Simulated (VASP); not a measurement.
Input:

```
NaF
1.0
    0.00000     2.27383     2.27383
    2.27383     0.00000     2.27383
    2.27383     2.27383     0.00000
Na F
1 1
Direct
  0.00000   0.00000   0.00000
  0.50000   0.50000   0.50000
```

These are SCAN meta-GGA, VASP's PBE PAW potentials (set 64) (plane waves; VASP 6.6.1) values and carry that method's errors. Run with 520 eV cut-off, 9×9×9 Γ-centred mesh, Gaussian smearing of 0.050 eV, potentials Na_pv F.

### Question
What does the run give for the energy per atom (σ→0), band gap (on the k-mesh) with the smallest direct gap where there is one?

### Answer

```json
{
 "band gap (on the k-mesh)": "7.37 eV",
 "smallest direct gap (on the k-mesh)": "7.37 eV",
 "energy per atom (σ→0)": "-6.821 eV/atom"
}
```

The absolute energy has meaning only against runs of the same code, potentials and settings.

The compound is NaF in the rock salt structure. It was relaxed first, which changed the volume by -5 %. The start is the result of an earlier pass.
